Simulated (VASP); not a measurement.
Input for VASP

INCAR:
```
SYSTEM  =  Li2S
PREC  =  Accurate; ENCUT  =  620; LREAL  =  .FALSE.
LASPH  =  .TRUE.
EDIFF  =  1E-6; NELM  =  100; ALGO  =  Normal
ISMEAR  =  0; SIGMA  =  0.05
GGA  =  PE
IBRION  =  2; NSW  =  40; ISIF  =  3
EDIFFG  =  -0.02
LWAVE  =  .FALSE.; LCHARG  =  .FALSE.
```

POSCAR:
```
Li2S
1
   -0.0000000000     2.8548365998     2.8548365998
    2.8548365998     0.0000000000     2.8548365998
    2.8548365998     2.8548365998    -0.0000000000
Li S
2 1
Direct
  0.2500000000   0.2500000000   0.2500000000
  0.7500000000   0.7500000000   0.7500000000
  0.0000000000   0.0000000000   1.0000000000
```

### KPOINTS
```
Automatic mesh
0
Gamma
7 7 7
0 0 0
```

POTCAR, in this order: Li_sv S (PBE.64 set). Program: vasp_std.

Write an equivalent input for Ansatz.

One equivalent input (not run):
Ansatz 0.2 input:
```yaml
crystal:
  lattice:
    - [0.0000000, 2.8548366, 2.8548366]
    - [2.8548366, 0.0000000, 2.8548366]
    - [2.8548366, 2.8548366, 0.0000000]
  atoms:
    - { symbol: Li, position: [0.2500000, 0.2500000, 0.2500000] }
    - { symbol: Li, position: [0.7500000, 0.7500000, 0.7500000] }
    - { symbol: S, position: [0.0000000, 0.0000000, 1.0000000] }
kpoints:
  mp_grid: { grid: [7, 7, 7] }
hamiltonian:
  xc: pbe
  pseudopotentials: { kind: paw }
scf:
  occupations: { method: gaussian, width: 0.05 }
  max_iter: 100
relax:
  max_steps: 40
  f_tol: 0.02
  cell: {}
output: { forces: true, stress: true, eigenvalues: true }
```
Limits of the translation: each code has its own PAW files, so the cut-off isn't converted (ENCUT is set for VASP's; basis.ecutwfc is left out, and Ansatz then takes the one that its files recommend); Ansatz stops its SCF on the density residual and VASP on the energy change (EDIFF).

The compound is Li2S in the antifluorite structure. This run relaxes it. Symmetry was kept, so distortions that lower it aren't found.
